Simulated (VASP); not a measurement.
An input for Ansatz (written as the equivalent of a VASP run, and not itself run):

Ansatz 0.2 input:
```yaml
crystal:
  lattice:
    - [0.0000000, 2.0450000, 2.0450000]
    - [2.0450000, 0.0000000, 2.0450000]
    - [2.0450000, 2.0450000, 0.0000000]
  atoms:
    - { symbol: Ag, position: [0.0000000, 0.0000000, 0.0000000] }
kpoints:
  mp_grid: { grid: [18, 18, 18] }
hamiltonian:
  xc: lda
  pseudopotentials: { kind: paw }
scf:
  occupations: { method: fermi_dirac, width: 0.1 }
  max_iter: 100
output: { forces: true, stress: true, eigenvalues: true }
```

### Question
Translate this input to VASP (INCAR, KPOINTS, POSCAR, choice of POTCAR).

### Answer
Several could match; the one computed here: 
File POSCAR:
```
Ag
1
    0.0000000000     2.0450000000     2.0450000000
    2.0450000000     0.0000000000     2.0450000000
    2.0450000000     2.0450000000     0.0000000000
Ag
1
Direct
  0.0000000000   0.0000000000   0.0000000000
```

KPOINTS:
```
kpoints
0
Gamma
 18 18 18
0 0 0
```

**INCAR**
```
! general
SYSTEM  = Ag
PREC    = Accurate
ENCUT   = 300   ! plane-wave cut-off (eV)
LREAL   = .FALSE.   ! projection in real space or not
LASPH   = .TRUE.   ! aspherical one-centre terms

! electronic loop
EDIFF   = 1E-6
NELM    = 100   ! most electronic steps
ALGO    = Normal
LMAXMIX = 4   ! l cut-off of mixed one-centre charges

! smearing
ISMEAR  = -1   ! Fermi-Dirac
SIGMA   = 0.1

! ions
ISIF    = 2   ! forces and stress, cell fixed

! output
LWAVE   = .FALSE.
LCHARG  = .FALSE.
```

POTCAR, in this order: Ag (LDA.64 set). Program: vasp_std.

Limits of the translation: each code has its own PAW files, so the cut-off isn't converted (ENCUT is set for VASP's; basis.ecutwfc is left out, and Ansatz then takes the one that its files recommend); Ansatz stops its SCF on the density residual and VASP on the energy change (EDIFF); Ansatz's lda is the Perdew-Wang form, while the LDA potentials of VASP carry Perdew-Zunger's.

The structure is a typed Ag crystal (Fm-3m). The cell was not relaxed at this level. The run is one of a series of settings (GGA removed, POTCAR Ag (LDA.64 set) against the base run), some of them coarse on purpose.
